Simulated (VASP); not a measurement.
Given:

```
SnTe
1.0
    0.00000     3.16000     3.16000
    3.16000     0.00000     3.16000
    3.16000     3.16000     0.00000
Sn Te
1 1
Direct
  0.00000   0.00000   0.00000
  0.50000   0.50000   0.50000
```

Level of theory: optB88-vdW, VASP's PBE PAW potentials (set 64) (plane waves; VASP). Settings: 520 eV cut-off, 7×7×7 Γ-centred mesh, Gaussian smearing of 0.050 eV, potentials Sn_d Te.

Energy and stress use the plane-wave basis of the starting cell.

Question: The ions, cell shape and volume are relaxed. Predict the relaxed structure.

Answer: 
```
SnTe
1.0
    0.00000     3.20651     3.20651
    3.20651     0.00000     3.20651
    3.20651     3.20651     0.00000
Sn Te
1 1
Direct
  0.00000   0.00000   0.00000
  0.50000   0.50000   0.50000
```
Space group Fm-3m (225), at a tolerance of 0.03 Å.

Question: How do energy and volume change from the first to the last step?

Answer: The energy (σ→0) changes by -8.4 meV/atom and the volume by +4.5 %, in 3 ionic steps.

The compound is SnTe in the rock salt structure, which distorts at low temperature. This run relaxes it. Symmetry was kept, so distortions that lower it aren't found.
